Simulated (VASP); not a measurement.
Input:

```
CsPbCl3
1.0
    5.66480     0.00000     0.00000
    0.00000     5.66480     0.00000
    0.00000     0.00000     5.66480
Cs Pb Cl
1 1 3
Direct
  0.00000   0.00000   0.00000
  0.50000   0.50000   0.50000
  0.50000   0.00000   0.50000
  0.00000   0.50000   0.50000
  0.50000   0.50000   0.00000
```

Computed with PBE GGA with D3 dispersion (Becke-Johnson damping), VASP's PBE PAW potentials (set 64) (plane waves; VASP 6.6.1). Numerical set-up: 520 eV cut-off, 5×5×5 Γ-centred mesh, tetrahedra with Blöchl corrections, potentials Cs_sv Pb_d Cl.

Estimate the energy per atom (σ→0).

```yaml
energy per atom (σ→0): -3.705 eV/atom
```

Only differences to runs with the same potentials and settings are physical.

The compound is CsPbCl3 in the cubic perovskite structure, the ideal cubic form; the compound distorts at low or room temperature. It was relaxed first.
